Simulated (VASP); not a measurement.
An input for Ansatz (written as the equivalent of a VASP run, and not itself run):

Ansatz 0.2 input:
```yaml
crystal:
  lattice:
    - [4.4972090, 0.0000000, 0.0000000]
    - [-2.2486040, 3.8946970, 0.0000000]
    - [0.0000000, 0.0000000, 6.2680080]
  atoms:
    - { symbol: Zr, position: [0.0000000, 0.0000000, 0.0000000] }
    - { symbol: Zr, position: [0.0000000, 0.0000000, 0.5000000] }
    - { symbol: Ge, position: [0.3333330, 0.6666670, 0.2500000] }
    - { symbol: Ge, position: [0.6666670, 0.3333330, 0.7500000] }
kpoints:
  mp_grid: { grid: [5, 5, 3] }
hamiltonian:
  xc: pbe
  pseudopotentials: { kind: paw }
scf:
  occupations: { method: fermi_dirac, width: 0.1 }
  max_iter: 100
output: { forces: true, stress: true, eigenvalues: true }
```

### Question
Write the VASP files for the same calculation (PBE).

### Answer
Several could match; the one computed here: 
File POSCAR:
```
ZrGe
1.0
  4.4972090000   0.0000000000   0.0000000000
 -2.2486040000   3.8946970000   0.0000000000
  0.0000000000   0.0000000000   6.2680080000
Zr Ge
2 2
Direct
  0.0000000000   0.0000000000   0.0000000000
  0.0000000000   0.0000000000   0.5000000000
  0.3333330000   0.6666670000   0.2500000000
  0.6666670000   0.3333330000   0.7500000000
```

INCAR:
```
ALGO = Normal
EDIFF = 1E-6
ENCUT = 300
GGA = PE
ISIF = 2
ISMEAR = -1
LASPH = T
LCHARG = F
LMAXMIX = 4
LREAL = F
LWAVE = F
NELM = 100
PREC = Accurate
SIGMA = 0.1
SYSTEM = ZrGe
```

File KPOINTS:
```
Regular mesh
0
gamma
 5 5 3
```

POTCAR, in this order: Zr_sv Ge_d (PBE.64 set). Program: vasp_std.

What does not carry over: each code has its own PAW files, so the cut-off isn't converted (ENCUT is set for VASP's; basis.ecutwfc is left out, and Ansatz then takes the one that its files recommend); Ansatz stops its SCF on the density residual and VASP on the energy change (EDIFF).

The structure was generated: ZrGe was put into an ordered model structure, which need not be its known phase. The cell was not relaxed at this level. The k-mesh is coarse (spacing up to 0.33 per Å, 2π included), so the numbers may not be converged in it.
